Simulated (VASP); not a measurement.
```
CELL_PARAMETERS angstrom
      0.00000     2.71550     2.71550
      2.71550     0.00000     2.71550
      2.71550     2.71550     0.00000
ATOMIC_POSITIONS crystal
  Si 0.50000 0.50000 0.50000
  Si 0.75000 0.75000 0.75000
```

Computed with PBE GGA, VASP's PBE PAW potentials (set 64) (plane waves; VASP 6.6.1). Settings: 480 eV cut-off, 8×8×8 Γ-centred mesh, Gaussian smearing of 0.050 eV, potentials Si.

Energy and stress use the plane-wave basis of the starting cell.

Task: The ions, cell shape and volume are relaxed. What does this cell relax into?

Result: 
```
CELL_PARAMETERS angstrom
      0.00000     2.73427     2.73427
      2.73427     0.00000     2.73427
      2.73427     2.73427     0.00000
ATOMIC_POSITIONS crystal
  Si 0.50000 0.50000 0.50000
  Si 0.75000 0.75000 0.75000
```
Space group Fd-3m (227), at a tolerance of 0.03 Å.

Task: How do energy and volume change from the first to the last step?

Result: The energy (σ→0) changes by -2.5 meV/atom and the volume by +2.1 %, in 3 ionic steps.

The compound is Si in the diamond structure. This run relaxes it. Symmetry was kept, so distortions that lower it aren't found.
